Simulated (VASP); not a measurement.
OSZICAR of a VASP run on TiO$_{2}$ (anatase):

File OSZICAR:
```
       N       E                     dE             d eps       ncg     rms          rms(c)
DAV:   1     0.687464898257E+03    0.68746E+03   -0.24994E+04  4200   0.198E+03
DAV:   2     0.467479541337E+02   -0.64072E+03   -0.62024E+03  4680   0.578E+02
DAV:   3    -0.657191071498E+02   -0.11247E+03   -0.11098E+03  6380   0.216E+02
DAV:   4    -0.709408778588E+02   -0.52218E+01   -0.52167E+01  5840   0.491E+01
DAV:   5    -0.711687154518E+02   -0.22784E+00   -0.22778E+00  5852   0.819E+00    0.326E+01
DAV:   6    -0.543516526492E+02    0.16817E+02   -0.12118E+02  5416   0.104E+02    0.121E+01
DAV:   7    -0.539390081391E+02    0.41264E+00   -0.17382E+01  5528   0.328E+01    0.801E+00
DAV:   8    -0.540119089151E+02   -0.72901E-01   -0.41238E+00  5384   0.190E+01    0.399E+00
DAV:   9    -0.538420640271E+02    0.16984E+00   -0.15380E+00  5620   0.109E+01    0.103E+00
DAV:  10    -0.538532162850E+02   -0.11152E-01   -0.98230E-02  4920   0.245E+00    0.313E-01
DAV:  11    -0.538515411137E+02    0.16752E-02   -0.11979E-02  5288   0.718E-01    0.669E-02
DAV:  12    -0.538517130734E+02   -0.17196E-03   -0.10475E-03  5760   0.296E-01    0.874E-02
DAV:  13    -0.538516523243E+02    0.60749E-04   -0.39578E-04  5884   0.166E-01    0.123E-02
DAV:  14    -0.538516565480E+02   -0.42237E-05   -0.18235E-05  5420   0.330E-02    0.774E-03
DAV:  15    -0.538516565889E+02   -0.40929E-07   -0.36050E-06  5868   0.204E-02    0.219E-03
DAV:  16    -0.538516566300E+02   -0.41136E-07   -0.24998E-07  3620   0.567E-03
   1 F= -.54967474E+02 E0= -.54967474E+02  d E =0.000000E+00
```

Problem. Which electronic solver shows in the log?

Solution. It is blocked Davidson (ALGO = Normal, or the opening steps of other solvers). The INCAR had ALGO = Normal.

Problem. Can the final energy be trusted as converged?

Solution. Self-consistency was reached. It stopped with EDIFF = 1E-7, NELM = 100 (PBE GGA with D4 dispersion, plane waves, VASP's PBE PAW potentials (set 64)).

The compound is TiO2 in the anatase structure, one of several forms; rutile is the usual stable one. It was relaxed first.
